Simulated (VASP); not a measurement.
Here is the system:

```xyz
4
Lattice="3.5956 0.0000 0.0000 0.0000 3.5956 0.0000 0.0000 0.0000 3.5956" Properties=species:S:1:pos:R:3 pbc="T T T"
Si     0.0000     0.0000     0.0000
Ni     0.0000     1.7978     1.7978
Ni     1.7978     0.0000     1.7978
Ni     1.7978     1.7978     0.0000
```

Level of theory: revPBE GGA, VASP's PBE PAW potentials (set 64) (plane waves; VASP). Settings: 520 eV cut-off, 9×9×9 Γ-centred mesh, first-order Methfessel-Paxton smearing of 0.10 eV, potentials Si Ni.

Question: Estimate the energy per atom (σ→0), pressure, band gap (on the k-mesh) with the smallest direct gap where there is one.

Answer: 
```
Item                                                        Result
------------------------  ----------------------------------------
band gap (on the k-mesh)  none (metal, semimetal or under 0.01 eV)
energy per atom (σ→0)                               -5.519 eV/atom
pressure                                                -10.22 GPa
```

The compound is Ni3Si in the L1_2 structure. This cell is one point of a volume scan, at 1.06 of the reference volume. The run is not spin-polarised, so no magnetic state was tried.
